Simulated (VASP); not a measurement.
Given:

```xyz
2
Lattice="0.0000 2.2636 2.2636 2.2636 0.0000 2.2636 2.2636 2.2636 0.0000" Properties=species:S:1:pos:R:3 pbc="T T T"
Hf     0.0000     0.0000     0.0000
C      2.2636     2.2636     2.2636
```

Level of theory: revTPSS meta-GGA, VASP's PBE PAW potentials (set 64) (plane waves; VASP 6.6.1). Numerical set-up: 520 eV cut-off, 14×14×14 Γ-centred mesh, first-order Methfessel-Paxton smearing of 0.10 eV, potentials Hf_pv C.

### Question
Give the stress tensor in GPa (positive for a compressed cell).

### Answer

```
17.22   0.00   0.00
 0.00  17.22   0.00
 0.00   0.00  17.22
```
The pressure is its mean diagonal, 17.22 GPa.

The compound is HfC in the rock salt structure. This cell is one point of a volume scan, at 0.94 of the reference volume.
